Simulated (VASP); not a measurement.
Computed with MS2 meta-GGA, VASP's PBE PAW potentials (set 64) (plane waves; VASP). For the first row: Numerical set-up: 520 eV cut-off, 9×9×9 Γ-centred mesh, first-order Methfessel-Paxton smearing of 0.10 eV, potentials Al Pt.

```json
[
 {"system": "PtAl$_{2}$ (fluorite)", "energy (eV/atom)": "-1.9218"},
 {"system": "Al (fcc)", "energy (eV/atom)": "-7.6320"},
 {"system": "Pt (fcc)", "energy (eV/atom)": "12.0526"}
]
```

The references are the elements' solids at the same level; no temperature or zero-point terms are added.  Spin-orbit coupling is left out, which shifts such energies by up to tenths of an eV for the heavy elements here.

Question: What is the formation energy per atom of PtAl2?

Answer: The references average (2×(-7.6320) + 1×(12.0526))/3 = -1.0705 eV, so the formation energy is -1.9218 − (-1.0705) = -0.851 eV/atom.
